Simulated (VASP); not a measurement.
# Be2Ag: single point with PBE

The system is Be2Ag.

```
Ag Be
1.0
     4.81346   -0.04475    0.29562
    -1.00064    3.57792    0.31903
     0.25532    0.49979    3.92893
Ag Be
2 4
Direct
  0.74998 0.55357 0.11802
  0.55843 0.88371 0.56040
  0.36988 0.22278 0.87986
  0.07090 0.67122 0.50862
  0.07477 0.18878 0.26603
  0.97009 0.13635 0.76277
```

The cell was built by a generator and needn't be a form met in nature.

```json
{
  "Program": "VASP 6.6.1",
  "Task": "single point",
  "Functional": "PBE",
  "Potentials or basis": "VASP PAW PBE potentials, release 64 (Ag, Be)",
  "Cutoff": "520 eV",
  "k mesh": "3 × 4 × 4",
  "Occupations": "fermi-dirac, width 0.1 eV",
  "Spin": "no spin polarisation",
  "Dipole correction": "no",
  "Further INCAR settings": "ALGO = Fast; EDIFF = 1e-06; NBANDS = 24"
}
```

The pressure is 22.0 GPa, the largest force is 1.242 eV/Å and the band gap on the k mesh is none (metal or under the smearing width).

Forces on the atoms (eV/Å):
```
Ag   0.394 -0.636 -0.991
Ag  -0.718 -0.156  0.075
Be   0.791 -0.316 -0.769
Be  -0.144  0.357  0.522
Be  -0.147  1.076  0.012
Be  -0.176 -0.325  1.152
```

Stress tensor (GPa, compression positive):
```
17.35 -0.53 -6.64
-0.53 26.91  1.33
-6.64  1.33 21.75
```

Levels at points of the mesh, in eV from the Fermi level:
```csv
k point,band 12,band 13,band 14,band 15,band 16,band 17,band 18,band 19
"(0.00, 0.00, 0.00)",-2.57,-1.85,-0.99,-0.56,0.42,2.87,3.11,4.09
"(0.00, 0.50, 0.00)",-4.34,-2.73,-1.72,-1.24,0.87,1.53,2.80,4.72
"(0.00, 0.00, 0.50)",-4.33,-3.29,-0.23,0.73,0.82,1.47,1.65,4.78
"(0.00, 0.50, 0.50)",-3.91,-3.75,-1.86,-1.06,-0.04,0.80,2.76,2.90
```

It took 26 s on 1 thread of Intel(R) Xeon(R) Platinum 8488C (Sapphire Rapids), with other jobs on the host, peak memory 0.19 GiB.

Caveat: the k mesh is coarse (spacing up to 0.46 Å⁻¹), so the values aren't converged; so large a pressure means that the cell lies far from this level's equilibrium, or that cutoff or potentials fall short.
